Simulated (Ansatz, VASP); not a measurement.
# Na2Li: VASP beside Ansatz

```xyz
9
Lattice="7.4879 0.0000 0.0000 -3.7440 6.4847 0.0000 0.0000 0.0000 5.9883" Properties=species:S:1:pos:R:3 pbc="T T T"
Na    2.2784    1.7885    1.3045
Na    4.7998    1.0789    5.2967
Na    4.1536    3.6173    3.3006
Na    0.4097    2.8674    4.6838
Na   -1.4655    4.6962    0.6916
Na    1.0559    5.4058    2.6877
Li    1.5026    0.0000    3.9922
Li   -0.7513    1.3013    1.9961
Li    2.9927    5.1834    0.0000
```

Alike in both runs: functional PBE; k mesh 3 × 3 × 4; occupations gaussian, width 0.1 eV; no spin polarisation.

Ansatz relaxed the structure, and its values are those at the end. VASP's run is a single point on that final structure, the one shown.

|  | VASP | Ansatz |
| --- | --- | --- |
| version | VASP 6.6.1 | Ansatz 0.2.0 |
| potentials or method | VASP PAW PBE potentials, release 64 (Na_pv, Li_sv) | scalar-relativistic, plane waves, PAW |
| plane-wave cutoff (eV) | 520 | 420 |
| valence electrons in the cell | 51 | 63 |

```csv
,VASP,Ansatz,Ansatz less VASP
gap on the k mesh at the Fermi level (eV),none,none,-
rms of the force components (eV/Å),0.008,0.008,+0.0002
```

A gap of «none» marks a metal or a gap that the smearing closes. The two sets of potentials don't hold the same shells in valence.
